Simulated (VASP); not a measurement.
All values below come from r2SCAN+rVV10, VASP's PBE PAW potentials (set 64) (plane waves; VASP).

VASP input:

### INCAR
```
SYSTEM  =  BP
PREC  =  Accurate; ENCUT  =  520; LREAL  =  F
LASPH  =  T
EDIFF  =  1E-7; NELM  =  100; ALGO  =  Normal
LMIXTAU  =  T
ISMEAR  =  0; SIGMA  =  0.05
METAGGA  =  R2SCAN; LUSE_VDW  =  T; BPARAM  =  11.95
CPARAM  =  0.0093
ISIF  =  2
LWAVE  =  F; LCHARG  =  F
```

### POSCAR
```
BP
1
    0.0000000000     2.2858352502     2.2858352502
    2.2858352502     0.0000000000     2.2858352502
    2.2858352502     2.2858352502     0.0000000000
B P
1 1
Direct
  0.0000000000   0.0000000000   0.0000000000
  0.2500000000   0.2500000000   0.2500000000
```

File KPOINTS:
```
Automatic mesh
0
Gamma
 10 10 10
```

POTCAR, in this order: B P (PBE.64 set). Program: vasp_std.

The resulting files:

**OUTCAR**
```
 ion  position               nearest neighbor table
   1  0.000  0.000  0.000-   2 1.98   2 1.98   2 1.98   2 1.98
   2  0.250  0.250  0.250-   1 1.98   1 1.98   1 1.98   1 1.98
  LATTYP: Found a face centered cubic cell.
 ALAT       =     4.5716705004
 Subroutine PRICEL returns:
 Original cell was already a primitive cell.
 Subroutine GETGRP returns: Found 24 space group operations
The static configuration has the point symmetry T_d .
The dynamic configuration has the point symmetry T_d .
 Subroutine INISYM returns: Found 24 space group operations
 Subroutine IBZKPT returns following result:
 Found     47 irreducible k-points:

 Following reciprocal coordinates:
            Coordinates               Weight
  0.000000  0.000000  0.000000      1.000000
  0.100000  0.000000  0.000000      8.000000
  0.200000  0.000000  0.000000      8.000000
  0.300000  0.000000  0.000000      8.000000
  0.400000  0.000000  0.000000      8.000000
  0.500000  0.000000  0.000000      4.000000
  0.100000  0.100000  0.000000      6.000000
  0.200000  0.100000  0.000000     24.000000
  0.300000  0.100000  0.000000     24.000000
  0.400000  0.100000  0.000000     24.000000
  0.500000  0.100000  0.000000     24.000000
 -0.400000  0.100000  0.000000     24.000000
 -0.300000  0.100000  0.000000     24.000000
 -0.200000  0.100000  0.000000     24.000000
 -0.100000  0.100000  0.000000     12.000000
  0.200000  0.200000  0.000000      6.000000
  0.300000  0.200000  0.000000     24.000000
  0.400000  0.200000  0.000000     24.000000
  0.500000  0.200000  0.000000     24.000000
 -0.400000  0.200000  0.000000     24.000000
 -0.300000  0.200000  0.000000     24.000000
 -0.200000  0.200000  0.000000     12.000000
  0.300000  0.300000  0.000000      6.000000
  0.400000  0.300000  0.000000     24.000000
  0.500000  0.300000  0.000000     24.000000
 -0.400000  0.300000  0.000000     24.000000
 -0.300000  0.300000  0.000000     12.000000
  0.400000  0.400000  0.000000      6.000000
  0.500000  0.400000  0.000000     24.000000
 -0.400000  0.400000  0.000000     12.000000
  0.500000  0.500000  0.000000      3.000000
  0.300000  0.200000  0.100000     24.000000
  0.400000  0.200000  0.100000     48.000000
  0.500000  0.200000  0.100000     48.000000
 -0.400000  0.200000  0.100000     24.000000
  0.400000  0.300000  0.100000     24.000000
  0.500000  0.300000  0.100000     48.000000
 -0.400000  0.300000  0.100000     48.000000
 -0.300000  0.300000  0.100000     48.000000
 -0.200000  0.300000  0.100000     24.000000
   k-points           NKPTS =     47   k-points in BZ     NKDIM =     47   number of bands    NBANDS=      8
   number of dos      NEDOS =    301   number of ions     NIONS =      2
   total plane-waves  NPLWV =  13824
   dimension x,y,z NGX =    24 NGY =   24 NGZ =   24
   dimension x,y,z NGXF=    48 NGYF=   48 NGZF=   48
   ions per type =               1   1
   PREC   = accura    normal or accurate (medium, high low for compatibility)
   ISTART =      0    job   : 0-new  1-cont  2-samecut
   ICHARG =      2    charge: 1-file 2-atom 10-const
   ISPIN  =      1    spin polarized calculation?
   LNONCOLLINEAR =      F non collinear calculations
   LSORBIT =      F    spin-orbit coupling
   INIWAV =      1    electr: 0-lowe 1-rand  2-diag
   ENCUT  =  520.0 eV  38.22 Ry    6.18 a.u.   6.01  6.01  6.01*2*pi/ulx,y,z
   NELM   =    100;   NELMIN=  2; NELMDL= -5     # of ELM steps
   EDIFF  = 0.1E-06   stopping-criterion for ELM
   LREAL  =      F    real-space projection
   NLSPLINE    = F    spline interpolate recip. space projectors
   LMAXMIX     =    2 max onsite mixed and CHGCAR
...
```

File OSZICAR:
```
       N       E                     dE             d eps       ncg     rms          rms(c)
DAV:   1     0.497557844209E+01    0.49756E+01   -0.42021E+03   752   0.931E+02
DAV:   2    -0.187912212893E+02   -0.23767E+02   -0.23178E+02  1152   0.113E+02
DAV:   3    -0.190530124825E+02   -0.26179E+00   -0.26179E+00   888   0.157E+01
DAV:   4    -0.190536510191E+02   -0.63854E-03   -0.63854E-03  1144   0.794E-01
DAV:   5    -0.190536513733E+02   -0.35416E-06   -0.35416E-06   944   0.159E-02    0.769E+00
DAV:   6    -0.171831954371E+02    0.18705E+01   -0.12298E+00  1120   0.783E+00    0.472E+00
DAV:   7    -0.170633043020E+02    0.11989E+00   -0.45185E-01   752   0.467E+00    0.121E+00
DAV:   8    -0.170906094278E+02   -0.27305E-01   -0.21131E-01   824   0.448E+00    0.524E-01
DAV:   9    -0.171882275812E+02   -0.97618E-01   -0.16477E-02   912   0.123E+00    0.298E-01
DAV:  10    -0.171953214724E+02   -0.70939E-02   -0.12889E-03   968   0.373E-01    0.249E-01
DAV:  11    -0.172154534993E+02   -0.20132E-01   -0.59922E-03   752   0.934E-01    0.547E-02
DAV:  12    -0.172158190233E+02   -0.36552E-03   -0.18254E-03  1040   0.452E-01    0.439E-02
DAV:  13    -0.172158169130E+02    0.21103E-05   -0.15482E-05   896   0.397E-02    0.556E-02
DAV:  14    -0.172159479769E+02   -0.13106E-03   -0.72780E-05   896   0.930E-02    0.820E-03
DAV:  15    -0.172159961923E+02   -0.48215E-04   -0.10139E-05   928   0.372E-02    0.553E-03
DAV:  16    -0.172160051172E+02   -0.89249E-05   -0.21673E-06   992   0.177E-02    0.240E-03
DAV:  17    -0.172160025664E+02    0.25508E-05   -0.58282E-07   808   0.103E-02    0.124E-03
DAV:  18    -0.172160033597E+02   -0.79328E-06   -0.31599E-07   752   0.615E-03    0.245E-04
DAV:  19    -0.172160030696E+02    0.29014E-06   -0.39088E-08   376   0.170E-03    0.683E-05
DAV:  20    -0.172160031034E+02   -0.33840E-07   -0.18766E-09   376   0.387E-04
   1 F= -.17216003E+02 E0= -.17216003E+02  d E =-.420954E-19
```

**OUTCAR**
```
------------------------ aborting loop because EDIFF is reached ----------------------------------------
  FORCE on cell =-STRESS in cart. coord.  units (eV):
  Direction    XX          YY          ZZ          XY          YZ          ZX
  --------------------------------------------------------------------------------------
  Total       -0.7176892     -0.7176892     -0.7176892     -0.0000000      0.0000000     -0.0000000
  in kB      -48.1373523    -48.1373523    -48.1373523     -0.0000000      0.0000000     -0.0000000
  external PRESSURE =     -48.1373523 kB  Pullay stress =       0.0000000 kB
  volume of cell :       23.89
      direct lattice vectors                 reciprocal lattice vectors
     0.000000000  2.285835250  2.285835250    -0.218738424  0.218738424  0.218738424
     2.285835250  0.000000000  2.285835250     0.218738424 -0.218738424  0.218738424
     2.285835250  2.285835250  0.000000000     0.218738424  0.218738424 -0.218738424
  FREE ENERGIE OF THE ION-ELECTRON SYSTEM (eV)
  ---------------------------------------------------
  free  energy   TOTEN  =       -17.2160031034 eV

  energy  without entropy=      -17.2160031034  energy(sigma->0) =      -17.21600310
```
(Selected blocks of OUTCAR.)

The compound is BP in the zinc blende structure. This cell is one point of a volume scan, at 1.03 of the reference volume.
